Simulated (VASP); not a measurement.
OSZICAR of a VASP run on RuTe (relaxed from the zinc blende structure, space group F-43m):

### OSZICAR
```
       N       E                     dE             d eps       ncg     rms          rms(c)
DAV:   1     0.544985431258E+02    0.54499E+02   -0.10085E+04  2488   0.108E+03
DAV:   2    -0.534004911508E+02   -0.10790E+03   -0.10575E+03  2370   0.277E+02
DAV:   3    -0.558184267038E+02   -0.24179E+01   -0.23988E+01  2526   0.427E+01
DAV:   4    -0.558558335682E+02   -0.37407E-01   -0.37392E-01  2920   0.482E+00
DAV:   5    -0.558560402954E+02   -0.20673E-03   -0.20633E-03  2610   0.338E-01    0.113E+01
DAV:   6    -0.502208075969E+02    0.56352E+01   -0.35653E+00  2016   0.225E+01    0.424E+00
DAV:   7    -0.501234958710E+02    0.97312E-01   -0.89043E-01  2028   0.981E+00    0.359E+00
DAV:   8    -0.502826287598E+02   -0.15913E+00   -0.55856E-02  2100   0.243E+00    0.143E+00
DAV:   9    -0.502710450198E+02    0.11584E-01   -0.14090E-01  2100   0.384E+00    0.271E-01
DAV:  10    -0.502829094081E+02   -0.11864E-01   -0.90821E-03  2118   0.864E-01    0.210E-01
DAV:  11    -0.502742878571E+02    0.86216E-02   -0.53927E-03  2376   0.610E-01    0.198E-01
DAV:  12    -0.502830320324E+02   -0.87442E-02   -0.53575E-03  2070   0.658E-01    0.378E-02
DAV:  13    -0.502833639747E+02   -0.33194E-03   -0.22989E-04  2622   0.142E-01    0.459E-02
DAV:  14    -0.502832140719E+02    0.14990E-03   -0.47037E-05  2340   0.693E-02    0.705E-02
DAV:  15    -0.502833714301E+02   -0.15736E-03   -0.12877E-04  2286   0.112E-01    0.185E-02
DAV:  16    -0.502833778398E+02   -0.64097E-05   -0.33062E-06  2268   0.199E-02    0.214E-02
DAV:  17    -0.502833799092E+02   -0.20695E-05   -0.82433E-07  2316   0.834E-03    0.866E-03
DAV:  18    -0.502833797223E+02    0.18693E-06   -0.36573E-07  2202   0.572E-03    0.566E-03
DAV:  19    -0.502833801754E+02   -0.45308E-06   -0.21765E-07  1814   0.446E-03    0.144E-03
DAV:  20    -0.502833794552E+02    0.72017E-06   -0.18388E-08  1068   0.157E-03    0.699E-04
DAV:  21    -0.502833795948E+02   -0.13960E-06   -0.68510E-09  1014   0.834E-04    0.205E-04
DAV:  22    -0.502833793060E+02    0.28880E-06   -0.27254E-09  1026   0.550E-04    0.103E-04
DAV:  23    -0.502833793059E+02    0.13870E-09   -0.57498E-10  1014   0.177E-04
   1 F= -.50283379E+02 E0= -.50283379E+02  d E =0.000000E+00
       N       E                     dE             ncg
```

**Question.** Which electronic solver shows in the log?

**Answer.** It is blocked Davidson (ALGO = Normal, or the opening steps of other solvers). The INCAR had ALGO = Normal.

**Question.** Can the final energy be trusted as converged?

**Answer.** The run converged. It stopped with EDIFF = 1E-7, NELM = 100 (r2SCAN meta-GGA, plane waves, VASP's PBE PAW potentials (set 64)).

The structure was generated: RuTe was put into the zinc blende type (F-43m), which need not be its known phase. It was relaxed first, which changed the volume by -29 %.
